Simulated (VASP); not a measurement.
The system is NbWS4.

```
Nb W S
1.0
     2.92535   -3.57097    0.00000
     2.92535    3.57097    0.00000
     0.00000    0.00000    6.24456
Nb W S
1 1 4
Cartesian
  2.9254 0.0000 0.0000
  2.9254 0.0000 3.1223
  0.9315 0.0000 4.7609
  4.9192 0.0000 4.7609
  0.9315 0.0000 1.4837
  4.9192 0.0000 1.4837
```

The cell was built by a generator and needn't be a form met in nature.

```yaml
Program: VASP 6.6.1
Task: relaxation of cell and atoms
Functional: PBE
Potentials_or_basis: VASP PAW PBE potentials, release 64 (Nb_sv, W_sv, S)
Cutoff: 520 eV
k_mesh: 3 × 3 × 3
Occupations: gaussian, width 0.15 eV
Spin: no spin polarisation
```

At the start: pressure -0.0 GPa; volume 21.74 Å³/atom.

Question: Where does the relaxation end?

Answer: Over 18 steps the energy falls by 898.4 meV/atom and the volume is 29.47 Å³/atom (+35.5 %); space group Cmmm (No. 65, to 0.05 Å).

Step by step:
| step | energy change (eV) | largest force (eV/Å) | pressure (GPa) | volume (Å³) |
| --- | --- | --- | --- | --- |
| 1 | 0.0000 | 6.6973 | -0.03 | 130.47 |
| 2 | -3.7164 | 1.1470 | 12.63 | 130.39 |
| 3 | -3.7279 | 1.0770 | 10.81 | 130.39 |
| 4 | -4.3210 | 2.0457 | -6.72 | 159.25 |
| 5 | -4.5111 | 1.5985 | -1.94 | 148.28 |
| 6 | -5.0312 | 0.5120 | 0.34 | 156.53 |
| 7 | -5.0500 | 0.5721 | 0.81 | 157.85 |
| 8 | -5.0413 | 0.9454 | 1.72 | 160.50 |
| 9 | -5.0536 | 0.6951 | 1.01 | 158.92 |
| 10 | -5.2429 | 0.4648 | -0.33 | 166.28 |
| 11 | -5.3135 | 0.4664 | -1.32 | 172.42 |
| 12 | -5.2986 | 0.9246 | -2.96 | 184.45 |
| 13 | -5.3352 | 0.4826 | -1.62 | 175.35 |
| 14 | -5.2667 | 1.0082 | 4.32 | 173.43 |
| 15 | -5.3811 | 0.1083 | 0.61 | 174.65 |
| 16 | -5.3904 | 0.1048 | 0.30 | 177.14 |
| 17 | -5.3904 | 0.0916 | 0.22 | 177.06 |
| 18 | -5.3903 | 0.0791 | 0.34 | 176.80 |

Final structure:
```yaml
crystal:
  lattice:
    - [3.69930, -3.84110, 0.00000]
    - [3.69930, 3.84110, 0.00000]
    - [0.00000, 0.00000, 6.22116]
  atoms:
    - { symbol: Nb, position: [0.50000, 0.50000, 0.00000] }
    - { symbol: W, position: [0.50000, 0.50000, 0.50000] }
    - { symbol: S, position: [0.26231, 0.26231, 0.74558] }
    - { symbol: S, position: [0.73769, 0.73769, 0.74558] }
    - { symbol: S, position: [0.26231, 0.26231, 0.25442] }
    - { symbol: S, position: [0.73769, 0.73769, 0.25442] }
```

Caveat: the k mesh is coarse (spacing up to 0.46 Å⁻¹), so the values aren't converged; the volume moved by over 15 % at a fixed basis, so the end points are rough.
